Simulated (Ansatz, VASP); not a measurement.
# Cross-check of O between VASP and Ansatz

One calculation is typed for both programs; each brings its own data sets. How far apart do they land? The structure shown is the start of the Ansatz relaxation below; VASP solves that cell, so the two are compared at the walk's first step.

Method: plane waves, with VASP 6.6.1 beside it; single point at LDA, in Ansatz 0.2.0.

## Step 1: Set-up

Symmetry: P2/c, No. 13, monoclinic system. Conventional cell: a = 3.948 Å, b = 3.873 Å, c = 2.914 Å, α = 90.00°, β = 111.52°, γ = 90.00°. Nearest to O lie 1 O at 1.18 Å.

## Step 2: Ansatz: relaxation, LDA

Ansatz runs on its default PAW (the set named soft_2) files.

The two programs are compared at the cell with which this relaxation starts, whose forces are those of its first step.

Input file input.yaml:

```yaml
crystal:
  lattice:
    - [3.94755025, 0.0, -0.0436152503]
    - [0.0, 3.8733318712, 0.0]
    - [-1.0389732234, 0.0, 2.7223508491]
  atoms:
    - { symbol: O, position: [0.338755041, 0.6851536948, 0.6698548856] }
    - { symbol: O, position: [0.661244959, 0.6851536948, 0.8301451144] }
    - { symbol: O, position: [0.661244959, 0.3148463052, 0.3301451144] }
    - { symbol: O, position: [0.338755041, 0.3148463052, 0.1698548856] }
kpoints:
  mp_grid: { grid: [8, 8, 10] }
hamiltonian:
  xc: lda
scf:
  occupations: { method: gaussian, width: 0.02 }
output:
  forces: true
  stress: true
  eigenvalues: true
relax:
  adjacent_minimum: "off"
  f_tol: 0.001
  max_steps: 60
  cell: { stress_tol: 0.02, fix: [volume] }
```

Run with:

```bash
$ ansatz run input.yaml --threads 4 --pin off --max-ram 8192MiB --backend cpu --events-out ev --progress --plain --runs-dir out
```

Numbers of over 12 decimals in the logs are rounded to 6 here.

Log:

```text
Engine: ansatz 0.2.0, aarch64-unknown-linux-gnu
Pseudopotentials: kind: paw
Pseudopotential: O, paw, valence charge 6, recommended cutoff 420 eV (normal), O.paw.azcp
Functional definition: SPW92
  exchange = slater_x
  correlation = pw_c
Crystal: 4 atoms, lattice volume = 41.450 Å³
Basis set: ecut = 420 eV, 813 PW (Γ)
Bands: 16, of which v1, the nominal top of the filled ones, is band 12 counted from 1 (11 counted from 0)
Symmetry: 4 space group operations
Space group: P2/c (ITA 13), of the structure as read, at distance tolerance 3.5e-5 Å
k-points: 210 of 640
Non-local potential: O, projectors of the file, l = 0: 2, l = 1: 2, l = 2: 1
PAW form: soft (Blöchl's): semilocal exchange-correlation on the pseudo side does not see the compensation charge
PAW frozen core: O, regenerated for the run's functional, and the local potential with it (the file was generated under x = pbe(κ = 0.804, μ = 0.219515), c = pbe(β = 0.066725))
PAW one-centre angular grid: O, 110 points (default); XC on 64 Gauss nodes
Initial density: superposition of atomic densities (neutral atoms: chi_scale 0, normalization atom), corrected by the library's trained network
Initial wavefunctions: pseudopotential atomic-orbital guess
Functional: x = slater, c = lda
SCF iter   1: F=—  HF=-2210.890402 eV  |F-HF|=—  |Δ(HF+E_count)|=         —  Δρ=2.66e-2  dr2=1.31e-1  ethr=1.77e-3  ⟨swp⟩=6.0  Hψ=16741  notcnv=0
preconditioner: auto → none  [insulator: Δε(μ)=0.917 eV  Ē_g=16.489 eV  σ=0.020 eV  W_gap=1.00  n_scr=12 (ndim 8)  ℏωp=28.3 eV  f_vac=0.073  D(μ)=0.00/eV (n_scr^D=0)  ε∞_Penn≈3.9]
SCF iter   2: F=—  HF=-2210.844270 eV  |F-HF|=—  |Δ(HF+E_count)|=   4.61e-2  Δρ=7.86e-3  dr2=8.30e-3  ethr=5.47e-4  ⟨swp⟩=2.7  Hψ=8146  notcnv=0
SCF iter   3: F=—  HF=-2210.842016 eV  |F-HF|=—  |Δ(HF+E_count)|=   2.25e-3  Δρ=2.44e-3  dr2=7.17e-4  ethr=3.46e-5  ⟨swp⟩=3.0  Hψ=6350  notcnv=0
SCF iter   4: F=—  HF=-2210.841891 eV  |F-HF|=—  |Δ(HF+E_count)|=   1.25e-4  Δρ=2.60e-4  dr2=8.03e-6  ethr=2.99e-6  ⟨swp⟩=2.0  Hψ=5850  notcnv=0
SCF iter   5: F=—  HF=-2210.841892 eV  |F-HF|=—  |Δ(HF+E_count)|=   7.98e-7  Δρ=4.96e-5  dr2=3.49e-7  ethr=3.35e-8  ⟨swp⟩=2.1  Hψ=5093  notcnv=0
SCF iter   6: F=-2210.841892 eV  HF=-2210.841892 eV  |F-HF|=6.55e-9  |Δ(HF+E_count)|=   4.95e-8  Δρ=7.65e-6  dr2=1.12e-8  ethr=4.17e-10  ⟨swp⟩=4.7  Hψ=11909  notcnv=0
SCF 1 converged in 6 iterations: F = -2210.841892 eV  dr2 = 1.12e-8
  greatest PAW one-centre occupation: 0.884 electrons in one spin orbital (limit 2), on the O atom at site 3 (counted from 0), in its partial waves of l = 0
relax step   1: F+E_penalty+E_count = -2210.84189159 eV  Δ(F+E_penalty+E_count) = +0.000e0 eV  max|allowed force component| = 8.622e-1 eV/Å  Δτ_max = 0.0000 Å  P = +4.287 GPa  Ω = 41.450 Å³  fix = [volume]  reactions: volume +4.287 GPa  (6 SCF iters, dr2 threshold 1.00e-7 eV, accepted)
[...]
relax step   2: F+E_penalty+E_count = -2210.85478240 eV  Δ(F+E_penalty+E_count) = -1.289e-2 eV  max|allowed force component| = 2.438e-1 eV/Å  Δτ_max = 0.0097 Å  P = +1.801 GPa  Ω = 41.450 Å³  fix = [volume]  reactions: volume +1.801 GPa  (4 SCF iters, dr2 threshold 4.00e-7 eV, accepted)
[...]
relax step  10: F+E_penalty+E_count = -2210.85615148 eV  Δ(F+E_penalty+E_count) = +1.348e-4 eV  max|allowed force component| = 1.656e-4 eV/Å  Δτ_max = 0.0008 Å  P = +0.577 GPa  Ω = 41.450 Å³  energy of the carried Pulay correction = -1.521e-4 eV  fix = [volume]  reactions: volume +0.577 GPa  (4 SCF iters, dr2 threshold 1.68e-8 eV, accepted)
[...]
relax step  11: F+E_penalty+E_count = -2210.85633043 eV  Δ(F+E_penalty+E_count) = -1.790e-4 eV  max|allowed force component| = 8.443e-5 eV/Å  Δτ_max = 0.0000 Å  P = +0.580 GPa  Ω = 41.450 Å³  fix = [volume]  reactions: volume +0.580 GPa  stress off target by 2.44e-2 GPa on what of the cell is left free  SCF on the basis re-selected at this cell (its energy is not comparable with the rows above)  (4 SCF iters)
[...]
relax step  12: F+E_penalty+E_count = -2210.85628070 eV  Δ(F+E_penalty+E_count) = +4.973e-5 eV  max|allowed force component| = 7.739e-5 eV/Å  Δτ_max = 0.0003 Å  P = +0.573 GPa  Ω = 41.450 Å³  energy of the carried Pulay correction = -5.153e-5 eV  fix = [volume]  reactions: volume +0.573 GPa  (4 SCF iters, dr2 threshold 1.48e-9 eV, accepted)
[...]
relax step  13: F+E_penalty+E_count = -2210.85630923 eV  Δ(F+E_penalty+E_count) = -2.853e-5 eV  max|allowed force component| = 1.062e-4 eV/Å  Δτ_max = 0.0000 Å  P = +0.575 GPa  Ω = 41.450 Å³  fix = [volume]  reactions: volume +0.575 GPa  stress off target by 6.23e-3 GPa on what of the cell is left free  SCF on the basis re-selected at this cell (its energy is not comparable with the rows above)  (4 SCF iters)
basis re-selected at this cell: Δ(F+E_penalty+E_count) = -2.853e-5 eV, ΔP = +0.001 GPa vs the last step (what re-selecting the basis moved, of the pressure what is left beyond the Pulay correction that the steps carried, after the strain that the cell walked since its last selection, with what the two solves' SCF thresholds leave and, on support functions, any second-order correction that the steps lacked; it is no m [...]
SCF converged after 4 iterations
Free energy (F): -2210.856309 eV
Harris-Foulkes:  -2210.856309 eV  (|F-HF|=0.00e0)
Internal energy: -2210.856309 eV  (E = F + TS)
E sigma→0 (E₀):  -2210.856309 eV
Fermi energy:    3.139408 eV
--- Per-component energies (eV) ---
  E_band       = -181.102535
  E_kinetic    = 684.877434
  E_local      = -1737.191957  (includes V_loc(G=0)·N_el)
  E_nonlocal   = 200.983885
  E_hartree    = 588.220211
  E_xc         = -283.077664
  E_vxc        = -363.784139  (∫ρ·V_xc dr)
  E_paw        = -584.281909  (= ΣΔE_a)
  E_vpaw       = -142.437802  (= ΣTr[D̂ρ^β])
  E_aug_tail   = 0.009607  (compensation charges beyond the density's cutoff)
  E_ewald      = -1080.783603
  E_core_change = 0.387686  (= ΣΔE_core)
  E_smearing   = -0.000000  (= −TS)
  E_closure    = -0.000000  (closes the sum)
  Σ components = -2210.856309   (vs F -2210.856309, Δ=0.00e0)
--- Forces (eV/Å), atoms counted from 1 ---
  atom   1  O     -0.00010624    -0.00004429    -0.00010034
  atom   2  O      0.00010624    -0.00004429     0.00010034
  atom   3  O      0.00010624     0.00004429     0.00010034
  atom   4  O     -0.00010624     0.00004429    -0.00010034
  max |Σ_I F_I| component: 0.00e0 eV/Å
--- Stress (GPa, compression-positive) ---
        0.573658       0.000000      -0.005489
        0.000000       0.576186       0.000000
       -0.005489       0.000000       0.574360
  P = ⅓ Tr σ = 0.5747 GPa (5.747 kbar)
--- Band table (eV; the first three rows and the last of 210) ---
  k-point 0: bands = [... 8 lower, -1.9285, -1.8369, 1.9969, 2.0144, 4.7265, 4.7596, 12.0027, 14.2638]
  k-point 1: bands = [... 8 lower, -2.0386, -1.8089, 1.9204, 1.9919, 4.6819, 4.7585, 12.1954, 14.1460]
  k-point 2: bands = [... 8 lower, -2.2949, -1.7986, 1.7268, 1.9645, 4.5004, 4.7881, 12.5909, 14.0358]
  k-point 209: bands = [... 8 lower, -1.5478, -1.5478, 0.9635, 0.9635, 5.1721, 5.1721, 12.9110, 12.9110]
--- Relaxed structure (9 steps of the walk, 8 accepted, 4 SCFs on fresh bases) ---
  F+E_penalty+E_count = -2210.85630923 eV   max|allowed force component| = 1.062e-4 eV/Å   (the final SCF, on the basis selected at the relaxed cell)
  cell:  # Å, volume = 41.4497 Å³
    - [3.941432, 4.001187008499326e-18, -0.061636]
    - [3.869583819490725e-18, 3.856673, -5.102540673147501e-18]
    - [-1.049560, -4.624261618644631e-18, 2.743221]
  atoms:
    - { symbol: O, position: [0.336554, 0.687903, 0.668421] }
    - { symbol: O, position: [0.663446, 0.687903, 0.831579] }
    - { symbol: O, position: [0.663446, 0.312097, 0.331579] }
    - { symbol: O, position: [0.336554, 0.312097, 0.168421] }
```

In the SCF lines HF is the Harris–Foulkes energy and dr2 the Hartree energy of the density residual, in eV; the loop may stop once dr2 is under the threshold and the program's other checks hold. Hψ counts applications of the Hamiltonian.

## Step 3: VASP: single point, LDA, start cell, pair 1

The same cell, functional (in two slightly different forms), mesh and smearing now go to VASP, with its own data sets.

Lines of VASP's logs that name or quote its potential files are left out, and so is its time.

Input file INCAR:

```
SYSTEM = O
PREC = Accurate
ENCUT = 520
EDIFF = 1E-06
NELM = 120
ISMEAR = 0
SIGMA = 0.02
LREAL = .FALSE.
ALGO = Normal
GGA = CA
NBANDS = 18
LORBIT = 11
LWAVE = .FALSE.
LCHARG = .FALSE.
ISIF = 2
LASPH = .TRUE.
GGA_COMPAT = .FALSE.
EFERMI = MIDGAP
KPAR = 2
```

Input file POSCAR:

```
O
1.0
    3.9475500000      0.0000000000     -0.0436150000
    0.0000000000      3.8733320000      0.0000000000
   -1.0389730000      0.0000000000      2.7223510000
O
4
Direct
    0.3387549283      0.6851537643      0.6698547675
    0.6612448959      0.6851537643      0.8301450460
    0.6612449746      0.3148462357      0.3301448636
    0.3387551041      0.3148462357      0.1698549540
```

Input file KPOINTS:

```
Automatic mesh
0
Gamma
8 8 10
0 0 0
```

The projector-augmented-wave data sets are O (LDA family, release 64).

Run with:

```bash
$ mpirun -np 2 vasp_std
```

Log:

```text
[banner, memory and clock lines left out]
running    2 mpi-ranks, on    1 nodes
 distrk:  each k-point on    1 cores,    2 groups
 distr:  one band on    1 cores,    1 groups

 POSCAR found type information on POSCAR O
 POSCAR found :  1 types and       4 ions
 LDA part: xc-table for (Slater(with rela. corr.)+CA(PZ))
 , standard interpolation
 POSCAR, INCAR and KPOINTS ok, starting setup
 FFT: planning ... GRIDC
 FFT: planning ... GRID_SOFT
 FFT: planning ... GRID
 WAVECAR not read
 entering main loop
       N       E                     dE             d eps       ncg     rms          rms(c)
DAV:   1     0.129674747969E+03    0.12967E+03   -0.14416E+04  7616   0.129E+03
DAV:   2    -0.174808485629E+02   -0.14716E+03   -0.14409E+03  9976   0.292E+02
DAV:   3    -0.230875822801E+02   -0.56067E+01   -0.55836E+01  9288   0.590E+01
DAV:   4    -0.231213220507E+02   -0.33740E-01   -0.33720E-01 10378   0.497E+00
DAV:   5    -0.231215299588E+02   -0.20791E-03   -0.20789E-03  9066   0.349E-01    0.667E+00
DAV:   6    -0.224903876012E+02    0.63114E+00   -0.57771E-01  9224   0.690E+00    0.350E+00
DAV:   7    -0.223373805812E+02    0.15301E+00   -0.55882E-01 10134   0.645E+00    0.692E-01
DAV:   8    -0.223399124358E+02   -0.25319E-02   -0.53499E-02  8378   0.190E+00    0.166E-01
DAV:   9    -0.223394015448E+02    0.51089E-03   -0.26906E-03 10344   0.447E-01    0.750E-02
DAV:  10    -0.223393028477E+02    0.98697E-04   -0.24573E-04  9252   0.158E-01    0.100E-02
DAV:  11    -0.223393061192E+02   -0.32715E-05   -0.37955E-05  9478   0.492E-02    0.144E-02
DAV:  12    -0.223393016403E+02    0.44789E-05   -0.92276E-06  8802   0.267E-02    0.220E-03
DAV:  13    -0.223393016484E+02   -0.80447E-08   -0.90476E-07  4434   0.773E-03
   1 F= -.22339302E+02 E0= -.22339302E+02  d E =0.000000E+00
```

OUTCAR, selected parts (step 3):

```text
ion  position               nearest neighbor table
   1  0.339  0.685  0.670-   2 1.18
   2  0.661  0.685  0.830-   1 1.18
   3  0.661  0.315  0.330-   4 1.18
   4  0.339  0.315  0.170-   3 1.18

  LATTYP: Found a simple monoclinic cell.
 ALAT       =     2.9138736867
 B/A-ratio  =     1.3292724450
 C/A-ratio  =     1.3548256925
 COS(beta)  =    -0.3668607860

 Subroutine GETGRP returns: Found  4 space group operations
 (whereof  2 operations were pure point group operations)

The static configuration has the point symmetry S_2 .
 The point group associated with its full space group is C_2h.

 Found    210 irreducible k-points:

   k-points           NKPTS =    210   k-points in BZ     NKDIM =    210   number of bands    NBANDS=     18

   dimension x,y,z NGX =    30 NGY =   30 NGZ =   24
   dimension x,y,z NGXF=    60 NGYF=   60 NGZF=   48

   ENCUT  =  520.0 eV  38.22 Ry    6.18 a.u.   7.34  7.20  5.42*2*pi/ulx,y,z

   NELECT =      24.0000    total number of electrons

 k-points in reciprocal lattice and weights: Automatic mesh
   0.00000000  0.00000000  0.00000000       0.002
   0.12500000  0.00000000  0.00000000       0.003
   0.25000000  0.00000000  0.00000000       0.003
   0.37500000  0.00000000 -0.00000000       0.003
   0.50000000  0.00000000  0.00000000       0.002
   0.00000000  0.12500000  0.00000000       0.003
   0.12500000  0.12500000  0.00000000       0.006
   0.25000000  0.12500000  0.00000000       0.006
   0.37500000  0.12500000 -0.00000000       0.006
[...]
0.37500000  0.50000000  0.50000000       0.003
   0.50000000  0.50000000  0.50000000       0.002

 average (electrostatic) potential at core
       1 -78.3914       2 -78.3914       3 -78.3914       4 -78.3914

 E-fermi :   1.0195

 k-point     1 :       0.0000    0.0000    0.0000
  band No.  band energies     occupation
    ...
      8      -6.0695      2.00000
      9      -4.2337      2.00000
     10      -4.1071      2.00000
     11      -0.1595      2.00000
     12      -0.1297      2.00000
     13       2.6265      0.00000
     14       2.6929      0.00000
     15       9.7246      0.00000
     16      12.3778      0.00000
     17      12.8835      0.00000
    ...

 k-point     2 :       0.1250    0.0000    0.0000
  band No.  band energies     occupation
    ...
      8      -5.9829      2.00000
      9      -4.2456      2.00000
     10      -4.1229      2.00000
     11      -0.2517      2.00000
     12      -0.0693      2.00000
     13       2.6383      0.00000
     14       2.7232      0.00000
     15       9.6754      0.00000
     16      11.4775      0.00000
     17      12.2637      0.00000
    ...

 k-point     3 :       0.2500    0.0000    0.0000
  band No.  band energies     occupation
    ...
      8      -5.7773      2.00000
      9      -4.2740      2.00000
     10      -4.1596      2.00000
     11      -0.4709      2.00000
     12       0.0773      2.00000
     13       2.6619      0.00000
     14       2.7964      0.00000
     15       9.1188      0.00000
     16      10.6527      0.00000
     17      11.8696      0.00000
    ...

  Total        6.2188910      0.4833991      1.3464972      0.0000000      0.0000000      2.1728146
  in kB      240.3821338     18.6850870     52.0468807      0.0000000      0.0000000     83.9869692
  external PRESSURE =     103.7047005 kB  Pullay stress =       0.0000000 kB

  energy-cutoff  :      520.00
  volume of cell :       41.45
      direct lattice vectors                 reciprocal lattice vectors
     3.947550000  0.000000000 -0.043615000     0.254394375  0.000000000  0.097088467
     0.000000000  3.873332000  0.000000000     0.000000000  0.258175648  0.000000000
    -1.038973000  0.000000000  2.722351000     0.004075672  0.000000000  0.368885024

 POSITION                                       TOTAL-FORCE (eV/Angst)
 -----------------------------------------------------------------------------------
      0.64129      2.65383      1.80880        -2.807094      0.171569     -1.071415
      1.74780      2.65383      2.23111         2.807094      0.171569      1.071415
      2.26729      1.21950      0.86993         2.807094     -0.171569      1.071415
      1.16078      1.21950      0.44763        -2.807094     -0.171569     -1.071415
 -----------------------------------------------------------------------------------
    total drift:                               -0.000428     -0.001073      0.001293

  FREE ENERGIE OF THE ION-ELECTRON SYSTEM (eV)
  ---------------------------------------------------
  free  energy   TOTEN  =       -22.3393016484 eV

  energy  without entropy=      -22.3393016484  energy(sigma->0) =      -22.33930165

 total charge
# of ion       s       p       d       tot
------------------------------------------
    1        1.617   3.343   0.000   4.960
    2        1.617   3.343   0.000   4.960
    3        1.617   3.343   0.000   4.960
    4        1.617   3.343   0.000   4.960
--------------------------------------------------
tot          6.469  13.370   0.000  19.839

[... 3 further parts left out ...]
```

The run ends at a pressure of 10.37 GPa, with forces up to 3.0 eV/Å.

## Step 4: Side by side

Known differences besides the potentials themselves: the two LDA forms differ slightly; the cutoff is 420 eV in Ansatz and 520 eV in VASP; VASP's log shows a relativistic correction to its local exchange, Ansatz's none. Total energies have different zeros and are not compared.

Forces (eV/Å; atoms numbered as in POSCAR):

```
atom          Ansatz x, y, z            VASP x, y, z
  O1   -0.862, 0.141, -0.329   -2.807, 0.172, -1.071
  O2     0.862, 0.141, 0.329     2.807, 0.172, 1.071
  O3    0.862, -0.141, 0.329    2.807, -0.172, 1.071
  O4  -0.862, -0.141, -0.329  -2.807, -0.172, -1.071
```

The forces differ by 1202 meV/Å r.m.s., where the r.m.s. force is 0.539 eV/Å in Ansatz and 1.738 eV/Å in VASP: the atoms lie near their places of rest in Ansatz, so a percentage would say little (all taken over all components).

## Step 5: Other set-ups

Further runs change the set-up of one program: Ansatz's method, potentials or start, or VASP's data sets, cutoff or form of LDA. The table gives that difference for each run.

```
                         run  r.m.s. force difference (meV/Å)
                    as above                             1202
VASP with a cutoff of 600 eV (perhaps on Ansatz's relaxed cell)                             1068
```

## Step 6: Ansatz: relaxation, LDA

The two programs are compared at the cell with which this relaxation starts, whose forces are those of its first step. The cell compared in this pair holds 44.01 Å³, against 41.45 Å³ for the pair before.

The structure compared here is the start of the Ansatz relaxation; VASP solves that cell, so the two are compared at the walk's first step.

input.yaml: that of step 2 with these lines changed.

```diff
@@ -2,5 +2,5 @@
   lattice:
-    - [3.94755025, 0.0, -0.0436152503]
-    - [0.0, 3.8733318712, 0.0]
-    - [-1.0389732234, 0.0, 2.7223508491]
+    - [4.0273202317, 0.0, -0.0444966039]
+    - [0.0, 3.9516020877, 0.0]
+    - [-1.059968238, 0.0, 2.7773626574]
   atoms:
```

Run with:

```bash
$ ansatz run input.yaml --threads 4 --pin off --max-ram 8192MiB --backend cpu --events-out ev --progress --plain --runs-dir out
```

Log:

```text
[...]
Crystal: 4 atoms, lattice volume = 44.014 Å³
Basis set: ecut = 420 eV, 853 PW (Γ)
Bands: 16, of which v1, the nominal top of the filled ones, is band 12 counted from 1 (11 counted from 0)
Symmetry: 4 space group operations
[...]
k-points: 210 of 640
[...]
cell:  # Å, volume = 44.0136 Å³
    - [4.041115, -3.104839322068838e-18, -0.029543]
    - [-3.0305639607612294e-18, 3.965334, 1.4391658871226542e-18]
    - [-1.053540, 1.824421329458542e-18, 2.754368]
  atoms:
    - { symbol: O, position: [0.341034, 0.682624, 0.670690] }
    - { symbol: O, position: [0.658966, 0.682624, 0.829310] }
    - { symbol: O, position: [0.658966, 0.317376, 0.329310] }
    - { symbol: O, position: [0.341034, 0.317376, 0.170690] }
[key lines of the parts left out:]
SCF converged after 4 iterations
Free energy (F): -2210.856767 eV
Fermi energy:    2.573521 eV
P = ⅓ Tr σ = -0.4204 GPa (-4.204 kbar)
```

(Continued in part 2 of 2.)

[Lines on the potential files, build, host, timing and source positions are cut from VASP's logs without a mark.]

[Logs are printed without paths, hosts, clocks, repeated set-up lines and the standing remarks that a program may print on its own settings, such as how far it seeks lower states.]

[Hosts, paths, dates, database ids (printed as entryN), source tags and the programs' standing remarks are cut or masked in the printed files.]

[Rows of further runs with another cutoff or data set may stand on the cell that Ansatz relaxed, not on the start cell of the pair above them.]
